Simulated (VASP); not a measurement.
An input for Ansatz (written as the equivalent of a VASP run, and not itself run):

Ansatz 0.2 input:
```yaml
crystal:
  lattice:
    - [0.0000000, 2.7438981, 2.7438981]
    - [2.7438981, 0.0000000, 2.7438981]
    - [2.7438981, 2.7438981, 0.0000000]
  atoms:
    - { symbol: Ca, position: [0.0000000, 1.0000000, 0.0000000] }
    - { symbol: F, position: [0.2500000, 0.2500000, 0.2500000] }
    - { symbol: F, position: [0.7500000, 0.7500000, 0.7500000] }
kpoints:
  mp_grid: { grid: [6, 6, 6] }
hamiltonian:
  xc: pbe
  dispersion: d4
  pseudopotentials: { kind: paw }
scf:
  occupations: { method: gaussian, width: 0.05 }
  max_iter: 100
relax:
  max_steps: 60
  f_tol: 0.02
  cell: {}
output: { forces: true, stress: true, eigenvalues: true }
```

Task: Translate this input to VASP (INCAR, KPOINTS, POSCAR, choice of POTCAR).

Result: Several could match; the one computed here: 
INCAR:
```
SYSTEM=CaF2
PREC=Accurate; ENCUT=520; LREAL=F
LASPH=T
EDIFF=1E-6; NELM=100; ALGO=Normal
ISMEAR=0; SIGMA=0.05
GGA=PE; IVDW=13
IBRION=2; NSW=60; ISIF=3
EDIFFG=-0.02
LWAVE=F; LCHARG=F
```

**KPOINTS**
```
Automatic mesh
0
Gamma
6 6 6
0 0 0
```

POSCAR:
```
CaF2
1
    0.0000000000     2.7438980719     2.7438980719
    2.7438980719    -0.0000000000     2.7438980719
    2.7438980719     2.7438980719    -0.0000000000
Ca F
1 2
Direct
  0.0000000000   1.0000000000   0.0000000000
  0.2500000000   0.2500000000   0.2500000000
  0.7500000000   0.7500000000   0.7500000000
```

POTCAR, in this order: Ca_sv F (PBE.64 set). Program: vasp_std.

Limits of the translation: each code has its own PAW files, so the cut-off isn't converted (ENCUT is set for VASP's; basis.ecutwfc is left out, and Ansatz then takes the one that its files recommend); Ansatz stops its SCF on the density residual and VASP on the energy change (EDIFF).

The compound is CaF2 in the fluorite structure. It was relaxed first. The start is the result of an earlier pass.
